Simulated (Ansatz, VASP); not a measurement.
**HfSb2: VASP beside Ansatz**

```
CELL_PARAMETERS angstrom
5.12940 0.00000 0.00000
-2.56470 4.44219 0.00000
0.00000 0.00000 24.70757
ATOMIC_POSITIONS crystal
Hf 0.00000 0.00000 0.29012
Sb 0.33333 0.66667 0.31486
Sb 0.66667 0.33333 0.31486
```

Alike in both runs: functional PBE; k mesh 3 × 3 × 1; occupations gaussian, width 0.1 eV; no spin polarisation.

Ansatz relaxed the structure, and its values are those at the end. VASP's run is a single point on that final structure, the one shown.

|  | VASP | Ansatz |
| --- | --- | --- |
| version | VASP 6.6.1 | Ansatz 0.2.0 |
| potentials or method | VASP PAW PBE potentials, release 64 (Hf_pv, Sb) | scalar-relativistic, plane waves, PAW |
| plane-wave cutoff (eV) | 520 | 420 |
| valence electrons in the cell | 20 | 56 |

VASP gave:

| Quantity | Value |
| --- | --- |
| gap on the k mesh at the Fermi level (eV) | 0.24 |
| least direct gap on the mesh (eV) | 0.29 |
| rms of the force components (eV/Å) | 0.005 |

**Question.** What did Ansatz give for the same quantities?

**Answer.** gap on the k mesh at the Fermi level (eV): 0.26; least direct gap on the mesh (eV): 0.31; rms of the force components (eV/Å): 0.006.

The functional is the same, so the differences come from potentials, cutoffs and numerics. The two sets of potentials don't hold the same shells in valence. Ansatz warned: «slab_cell_height_set».

Caveats: the k mesh is coarse (spacing up to 0.47 Å⁻¹), so the values aren't converged; spin-orbit coupling is left out, which moves the levels of the heavy elements.
